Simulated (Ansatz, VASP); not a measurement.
# SmCd: VASP beside Ansatz, part 2 of 2

Wanted: the spread between two codes on one cell, functional and k mesh. The cell is taken from a series of runs on this material, whose earlier steps may have relaxed, scaled, displaced or heated it; both programs get it as it stands.

VASP 6.6.1 and Ansatz 0.2.0.

So far: Set-up; Ansatz: zone-centre phonons, PBEsol.

In doubt: a part-filled 4f shell, where there is one, can sit in one of many states (step 2), so energies may not be the lowest and differences between runs may mislead; derivatives with an open 4f shell can jump between states (step 2), which bears on forces and vibrations.

### 3. VASP: zone-centre phonons, PBEsol

Level of this step: PBEsol, spin-polarised from a ferromagnetic start; plane waves and PAW (Sm, Cd) (VASP).

The same cell, functional, mesh and smearing now go to VASP, with its own data sets.

Lines of VASP's logs that name or quote its potential files are left out, and so is its time.

INCAR

```
SYSTEM = SmCd
PREC = Accurate
ENCUT = 600
EDIFF = 1E-08
NELM = 200
ISMEAR = 0
SIGMA = 0.15
LREAL = .FALSE.
ALGO = Normal
GGA = PS
NBANDS = 25
ISPIN = 2
MAGMOM = 5.71 0.03
LASPH = .TRUE.
LMAXMIX = 6
AMIX = 0.2
BMIX = 1E-04
AMIX_MAG = 0.8
BMIX_MAG = 1E-04
LORBIT = 11
LWAVE = .FALSE.
LCHARG = .FALSE.
ISIF = 2
IBRION = 8
GGA_COMPAT = .FALSE.
KPAR = 2
```

POSCAR

```
SmCd
1.0
    3.8184876913      0.0000000000      0.0000000000
    0.0000000000      3.8184876913      0.0000000000
    0.0000000000      0.0000000000      3.8184876913
Sm Cd
1 1
Direct
    0.5000000000      0.5000000000      0.5000000000
    0.0000000000      0.0000000000      0.0000000000
```

KPOINTS

```
Automatic mesh
0
Gamma
10 10 10
0 0 0
```

PAW data sets: Sm and Cd (PBE family, release 64).

The run is started by

```bash
$ mpirun -np 2 vasp_std
```

Numbers of over 12 decimals in the logs are rounded to 6 here.

The program printed:

```text
[banner, memory and clock lines left out]
running    2 mpi-ranks, on    1 nodes
 distrk:  each k-point on    1 cores,    2 groups
 distr:  one band on    1 cores,    1 groups

 POSCAR found type information on POSCAR SmCd
 POSCAR found :  2 types and       2 ions
|                                                                             |
|               ----> ADVICE to this user running VASP <----                  |
|                                                                             |
|     You enforced a specific xc type in the INCAR file but a different       |
|     [... a line on the potential file left out ...]
|     I HOPE YOU KNOW WHAT YOU ARE DOING!                                     |
|                                                                             |

 LDA part: xc-table for (Slater+PW92), standard interpolation
 POSCAR, INCAR and KPOINTS ok, starting setup
 FFT: planning ... GRIDC
 FFT: planning ... GRID_SOFT
 FFT: planning ... GRID
 WAVECAR not read
 entering main loop
       N       E                     dE             d eps       ncg     rms          rms(c)
DAV:   1     0.199591236539E+03    0.19959E+03   -0.12130E+04  7784   0.508E+03
DAV:   2     0.168285263516E+02   -0.18276E+03   -0.15662E+03  7663   0.392E+02
DAV:   3    -0.711958442823E+01   -0.23948E+02   -0.23292E+02  8447   0.128E+02
DAV:   4    -0.988729107020E+01   -0.27677E+01   -0.26909E+01 10908   0.309E+01
DAV:   5    -0.100615161440E+02   -0.17423E+00   -0.16575E+00  8897   0.767E+00    0.331E+01
DAV:   6    -0.126626266383E+02   -0.26011E+01   -0.71994E+00  8020   0.297E+01    0.341E+01
DAV:   7    -0.118568661470E+02    0.80576E+00   -0.42520E+00  6650   0.345E+01    0.176E+01
DAV:   8    -0.117182210486E+02    0.13865E+00   -0.21894E+00  8023   0.205E+01    0.173E+01
DAV:   9    -0.116010757651E+02    0.11715E+00   -0.24664E-01 10111   0.690E+00    0.803E+00
DAV:  10    -0.115627128501E+02    0.38363E-01   -0.28582E-02 10239   0.285E+00    0.360E+00
DAV:  11    -0.115682759166E+02   -0.55631E-02   -0.14788E-02  9921   0.193E+00    0.584E-01
DAV:  12    -0.115695074565E+02   -0.12315E-02   -0.29986E-03  9786   0.998E-01    0.329E-01
DAV:  13    -0.115695588303E+02   -0.51374E-04   -0.19796E-04 10694   0.120E-01    0.289E-01
DAV:  14    -0.115695740916E+02   -0.15261E-04   -0.73753E-05  8869   0.113E-01    0.186E-01
DAV:  15    -0.115695476609E+02    0.26431E-04   -0.35007E-05  8817   0.123E-01    0.748E-02
DAV:  16    -0.115695565960E+02   -0.89352E-05   -0.16868E-05  9670   0.909E-02    0.503E-02
DAV:  17    -0.115695532424E+02    0.33536E-05   -0.31389E-06  9414   0.358E-02    0.133E-02
DAV:  18    -0.115695538660E+02   -0.62353E-06   -0.69885E-07  9475   0.127E-02    0.946E-03
DAV:  19    -0.115695538770E+02   -0.11044E-07   -0.13318E-07  9921   0.706E-03    0.553E-03
DAV:  20    -0.115695538778E+02   -0.75306E-09   -0.55686E-08  8136   0.275E-03
   1 F= -.11569554E+02 E0= -.11519654E+02  d E =-.997988E-01  mag=     5.9477
 Linear response reoptimize wavefunctions to high precision
DAV:   1    -0.115695538805E+02   -0.27121E-08   -0.10555E-08  7614   0.215E-03
DAV:   2    -0.115695538806E+02   -0.15416E-09   -0.15244E-09  4216   0.490E-04
DAV:   3    -0.115695538807E+02   -0.40927E-10   -0.54976E-10  3361   0.361E-04
 Linear response DOF=           2
 Linear response progress:
  Degree of freedom:   1/  2
       N       E                     dE             d eps       ncg     rms          rms(c)
RMM:   1    -0.482657715148E+00   -0.48266E+00   -0.94914E+00 15064   0.122E+02
RMM:   2    -0.549972235199E+00   -0.67315E-01   -0.14053E-01 21346   0.295E+00    0.172E+00
RMM:   3    -0.544178365320E+00    0.57939E-02   -0.40053E-02 22573   0.113E+00    0.480E-01
RMM:   4    -0.543010476047E+00    0.11679E-02   -0.16015E-02 25499   0.643E-01    0.111E-01
RMM:   5    -0.544084303789E+00   -0.10738E-02   -0.67983E-03 27933   0.330E-01    0.707E-02
RMM:   6    -0.544667499260E+00   -0.58320E-03   -0.18294E-03 26634   0.202E-01    0.758E-02
RMM:   7    -0.544901375940E+00   -0.23388E-03   -0.56092E-04 26529   0.126E-01    0.552E-02
RMM:   8    -0.545198529578E+00   -0.29715E-03   -0.18710E-04 29615   0.863E-02    0.347E-02
RMM:   9    -0.545541093528E+00   -0.34256E-03   -0.10328E-04 28542   0.706E-02    0.114E-02
RMM:  10    -0.545559652181E+00   -0.18559E-04   -0.47914E-05 28782   0.465E-02    0.737E-03
RMM:  11    -0.545535268864E+00    0.24383E-04   -0.27354E-05 29344   0.377E-02    0.819E-03
RMM:  12    -0.545537352110E+00   -0.20832E-05   -0.17752E-05 29058   0.307E-02    0.715E-03
RMM:  13    -0.545540867852E+00   -0.35157E-05   -0.11779E-05 28504   0.262E-02    0.303E-03
RMM:  14    -0.545542399221E+00   -0.15314E-05   -0.86547E-06 29027   0.222E-02    0.292E-03
RMM:  15    -0.545545441171E+00   -0.30419E-05   -0.63896E-06 29474   0.187E-02    0.279E-03
RMM:  16    -0.545546311361E+00   -0.87019E-06   -0.47066E-06 30042   0.161E-02    0.363E-03
RMM:  17    -0.545544246600E+00    0.20648E-05   -0.34613E-06 29861   0.137E-02    0.390E-03
RMM:  18    -0.545544675581E+00   -0.42898E-06   -0.24378E-06 29833   0.124E-02    0.410E-03
RMM:  19    -0.545544288608E+00    0.38697E-06   -0.19981E-06 30589   0.106E-02    0.344E-03
 first order change of Fermi-energy   0.56121E-03
 force on displaced ion       1 direction 1 :  -2.798  -0.000   0.000
 Linear response progress:
  Degree of freedom:   2/  2
       N       E                     dE             d eps       ncg     rms          rms(c)
RMM:   1    -0.427072620583E+00   -0.42707E+00   -0.23529E-01 27175   0.270E+00
RMM:   2    -0.428615239857E+00   -0.15426E-02   -0.10133E-02 24052   0.455E-01    0.526E-02
RMM:   3    -0.428592593348E+00    0.22647E-04   -0.55800E-04 24858   0.107E-01    0.427E-02
RMM:   4    -0.428495437953E+00    0.97155E-04   -0.35752E-05 24596   0.424E-02    0.289E-02
RMM:   5    -0.428426783997E+00    0.68654E-04   -0.19694E-05 24808   0.467E-02    0.372E-02
RMM:   6    -0.428414718545E+00    0.12065E-04   -0.53877E-06 24752   0.323E-02    0.103E-02
RMM:   7    -0.428404817669E+00    0.99009E-05   -0.30935E-06 26147   0.191E-02    0.458E-03
RMM:   8    -0.428402998965E+00    0.18187E-05   -0.12155E-06 27519   0.115E-02    0.320E-03
RMM:   9    -0.428403106249E+00   -0.10728E-06   -0.78167E-07 28105   0.872E-03    0.256E-03
RMM:  10    -0.428400982458E+00    0.21238E-05   -0.66726E-07 28470   0.744E-03    0.148E-03
RMM:  11    -0.428395772792E+00    0.52097E-05   -0.48045E-07 28228   0.658E-03    0.115E-03
RMM:  12    -0.428395557980E+00    0.21481E-06   -0.40485E-07 29758   0.532E-03    0.124E-03
RMM:  13    -0.428396117199E+00   -0.55922E-06   -0.33422E-07 29264   0.456E-03    0.155E-03
RMM:  14    -0.428395562745E+00    0.55445E-06   -0.29501E-07 28822   0.406E-03    0.135E-03
 first order change of Fermi-energy  -0.20208E-02
 force on displaced ion       2 direction 1 :  -2.752   0.000  -0.000
 Linear response finished
```

Parts of OUTCAR (step 3):

```text
ion  position               nearest neighbor table
   1  0.500  0.500  0.500-   2 3.31   2 3.31   2 3.31   2 3.31   2 3.31   2 3.31   2 3.31   2 3.31

  LATTYP: Found a simple cubic cell.
 ALAT       =     3.8184876913

 Subroutine GETGRP returns: Found 48 space group operations
 (whereof 48 operations were pure point group operations)

The static configuration has the point symmetry O_h .

 Found     56 irreducible k-points:

   k-points           NKPTS =     56   k-points in BZ     NKDIM =     56   number of bands    NBANDS=     25

   dimension x,y,z NGX =    32 NGY =   32 NGZ =   32
   dimension x,y,z NGXF=    64 NGYF=   64 NGZF=   64

   ENCUT  =  600.0 eV  44.10 Ry    6.64 a.u.   7.63  7.63  7.63*2*pi/ulx,y,z

   NELECT =      28.0000    total number of electrons

 k-points in reciprocal lattice and weights: Automatic mesh
   0.00000000  0.00000000  0.00000000       0.001
   0.10000000  0.00000000  0.00000000       0.006
   0.20000000  0.00000000  0.00000000       0.006
   0.30000000  0.00000000  0.00000000       0.006
   0.40000000  0.00000000  0.00000000       0.006
   0.50000000  0.00000000  0.00000000       0.003
   0.10000000  0.10000000  0.00000000       0.012
   0.20000000  0.10000000  0.00000000       0.024
   0.30000000  0.10000000  0.00000000       0.024
[...]
0.50000000  0.50000000  0.40000000       0.006
   0.50000000  0.50000000  0.50000000       0.001

 average (electrostatic) potential at core
       1 -41.2144       2 -38.9616

  Total       -0.0283342     -0.0283342     -0.0283342     -0.0000000     -0.0000000     -0.0000000
  in kB       -0.8153552     -0.8153552     -0.8153552     -0.0000000     -0.0000000     -0.0000000
  external PRESSURE =      -0.8153552 kB  Pullay stress =       0.0000000 kB

  energy-cutoff  :      600.00
  volume of cell :       55.68
      direct lattice vectors                 reciprocal lattice vectors
     3.818487691  0.000000000  0.000000000     0.261883782  0.000000000  0.000000000
     0.000000000  3.818487691  0.000000000     0.000000000  0.261883782  0.000000000
     0.000000000  0.000000000  3.818487691     0.000000000  0.000000000  0.261883782

 POSITION                                       TOTAL-FORCE (eV/Angst)
 -----------------------------------------------------------------------------------
      1.90924      1.90924      1.90924         0.000000      0.000000      0.000000
      0.00000      0.00000      0.00000         0.000000      0.000000      0.000000
 -----------------------------------------------------------------------------------
    total drift:                                0.000000      0.000000     -0.000000

 Eigenvectors and eigenvalues of the dynamical matrix
 ----------------------------------------------------

   1 f  =    3.245010 THz    20.388996 2PiTHz  108.241867 cm-1    13.420275 meV
             X         Y         Z           dx          dy          dz
      1.909244  1.909244  1.909244     0.657180    0.000000   -0.000000
      0.000000  0.000000  0.000000    -0.753734   -0.000000   -0.000000

   2 f  =    3.245010 THz    20.388996 2PiTHz  108.241867 cm-1    13.420275 meV
             X         Y         Z           dx          dy          dz
      1.909244  1.909244  1.909244    -0.000000    0.657180   -0.000000
      0.000000  0.000000  0.000000     0.000000   -0.753734    0.000000

   3 f  =    3.245010 THz    20.388996 2PiTHz  108.241867 cm-1    13.420275 meV
             X         Y         Z           dx          dy          dz
      1.909244  1.909244  1.909244    -0.000000   -0.000000   -0.657180
      0.000000  0.000000  0.000000     0.000000    0.000000    0.753734

   4 f/i=    0.013420 THz     0.084323 2PiTHz    0.447655 cm-1     0.055502 meV
             X         Y         Z           dx          dy          dz
      1.909244  1.909244  1.909244    -0.008203   -0.409419    0.632790
      0.000000  0.000000  0.000000    -0.007152   -0.356972    0.551729

   5 f/i=    0.013420 THz     0.084323 2PiTHz    0.447655 cm-1     0.055502 meV
             X         Y         Z           dx          dy          dz
      1.909244  1.909244  1.909244     0.753101    0.020537    0.023050
      0.000000  0.000000  0.000000     0.656628    0.017907    0.020097

   6 f/i=    0.013420 THz     0.084323 2PiTHz    0.447655 cm-1     0.055502 meV
             X         Y         Z           dx          dy          dz
      1.909244  1.909244  1.909244    -0.029762    0.632510    0.408852
      0.000000  0.000000  0.000000    -0.025950    0.551485    0.356477

 ELASTIC MODULI CONTR FROM IONIC RELAXATION (kBar)
 Direction    XX          YY          ZZ          XY          YZ          ZX
 --------------------------------------------------------------------------------
 XX           0.0000      0.0000      0.0000      0.0000      0.0000      0.0000
 YY           0.0000      0.0000      0.0000      0.0000      0.0000      0.0000
 ZZ           0.0000      0.0000      0.0000      0.0000      0.0000      0.0000
 XY           0.0000      0.0000      0.0000      0.0000      0.0000      0.0000
 YZ           0.0000      0.0000      0.0000      0.0000      0.0000      0.0000
 ZX           0.0000      0.0000      0.0000      0.0000      0.0000      0.0000
 --------------------------------------------------------------------------------

 magnetization (x)
# of ion       s       p       d       f       tot
--------------------------------------------------
    1       -0.010  -0.074   0.083   5.509   5.507
    2       -0.014   0.021   0.005   0.000   0.012
--------------------------------------------------
tot         -0.024  -0.053   0.087   5.509   5.519
```

The cell holds one magnetic atom, so no antiferromagnetic order fits into it. Without U or exact exchange, f electrons of an open shell come out too delocalised.

### 4. Differences

Known differences besides the potentials themselves: VASP starts from the moments at which Ansatz ended; VASP's run holds the zone centre alone; the data sets hold 36 valence electrons in Ansatz (on its default PAW (the set named soft_2) files) and 28 in VASP; the cutoff is 420 eV in Ansatz and 600 eV in VASP; Ansatz makes its cores anew for this functional, VASP keeps those of its PBE data sets. Total energies have different zeros and are not compared.

Both answers:

| quantity | Ansatz | VASP | difference |
| --- | --- | --- | --- |
| optical mode 1 to 3 (cm⁻¹) | 107.8 | 108.2 | -0.42 % |

Modes are paired by rising frequency, not by their patterns, so a pair may set unlike modes beside each other; they are those without the splitting of longitudinal modes. Moments aren't recorded for both runs of this pair, so they may hold unlike magnetic states.

### 5. Summary of results

```
r.m.s. difference of the optical zone-centre modes, each program's sorted by frequency (zone-centre phonons, PBEsol) : 0.45 cm⁻¹
```

**Reading.** The r.m.s. difference of the optical zone-centre modes, each program's sorted by frequency is 0.45 cm⁻¹ (zone-centre phonons, PBEsol). The data sets hold unlike numbers of valence electrons (36 in Ansatz and 28 in VASP), so part of the differences comes from the potentials. How closely two codes agree says nothing of how well the functional describes the real material.

[Lines on the potential files, build, host, timing and source positions are cut from VASP's logs without a mark.]

[Logs are printed without paths, hosts, clocks, repeated set-up lines and the standing remarks that a program may print on its own settings, such as how far it seeks lower states.]

[Hosts, paths, dates, database ids (printed as entryN), source tags and the programs' standing remarks are cut or masked in the printed files.]
